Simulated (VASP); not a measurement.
## TiWC2: equation of state with PBEsol

Crystal: TiWC2.

```xyz
4
Lattice="1.5344 0.8859 5.0555 -1.5344 0.8859 5.0555 0.0000 -1.7718 5.0555" Properties=species:S:1:pos:R:3 pbc="T T T"
W     0.0000    0.0000    0.0000
Ti    0.0000    0.0000    7.5833
C     0.0000    0.0000   11.3844
C     0.0000    0.0000    3.7821
```

The cell comes from a database or a generator and needn't be the stable form of this composition.

* Program: VASP 6.6.1
* Task: equation of state
* Functional: PBEsol
* Potentials or basis: VASP PAW PBE potentials, release 64 (W_sv, Ti_sv, C)
* Cutoff: 520 eV
* k mesh: 10 × 10 × 10
* Occupations: fermi-dirac, width 0.05 eV
* Spin: no spin polarisation
* Ladder: free
* Further INCAR settings: ALGO = Normal; EDIFF = 1e-07; NBANDS = 25

```yaml
Equilibrium_volume: 10.03 Å³/atom
Bulk_modulus_at_fixed_shape_and_positions: 336 GPa
Pressure_derivative_of_the_bulk_modulus: 4.2
```

Energy against volume, from the lowest point:
```tsv
volume (Å³/atom)	energy (meV/atom)
9.690	12.75
9.896	1.60
10.102	0.00
10.308	6.98
10.514	21.68
10.721	43.30
10.927	71.15
```

All runs of the series together: 20 min on 1 thread of Intel(R) Xeon(R) 6975P-C (Granite Rapids), on a shared host.

Caveat: the cell was scaled at fixed shape and fractional positions, which overstates the stiffness of a crystal with free parameters, most of all of layers and chains; the PAW data sets were made with another functional, which shifts forces and pressure a little. The run has no spin-orbit coupling, so splittings on W are missing.
